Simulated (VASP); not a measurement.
Input:

```xyz
4
Lattice="-1.7880 2.4015 2.6529 1.7880 -2.4015 2.6529 1.7880 2.4015 -2.6529" Properties=species:S:1:pos:R:3 pbc="T T T"
Li     0.0000     2.4015     1.2676
Li     1.7880     0.0000     1.3853
C      0.0000     4.1737     0.0000
C      0.0000     0.6294     0.0000
```

The numbers are results of PBEsol GGA, VASP's PBE PAW potentials (set 64) (plane waves; VASP), not measurements. Settings: 520 eV cut-off, Gaussian smearing of 0.050 eV, potentials Li_sv C.

Task: Give the energies of bands 4 to 10 at the high-symmetry points, in eV from the valence-band maximum.

Result: 
```
band      Γ      X     F2     Y0      R      W      S      T
----  -----  -----  -----  -----  -----  -----  -----  -----
4     -2.16  -4.07  -3.60  -4.08  -2.90  -3.27  -4.19  -3.40
5     -1.93  -2.21  -2.09  -2.19  -2.73  -2.28  -0.96  -2.06
6     -0.40  -1.18  -1.97  -1.16  -0.92  -1.90  -0.66  -1.52
7     -0.28  -0.91  -0.69  -0.84  -0.85   0.00  -0.51  -0.23
8      3.15   7.12   6.07   7.11   3.35   4.03   5.47   3.35
9      6.43   7.71   6.82   7.62   7.33   5.83   6.11   5.45
10     7.81   7.72   6.97   7.62   8.24   9.71   8.52  10.20
```

The gap is indirect, 3.15 eV, from the valence maximum at W to the conduction minimum at Γ.

The structure comes from a computed database's LiC entry (Immm); how it stands against other phases isn't given here. It was relaxed first.
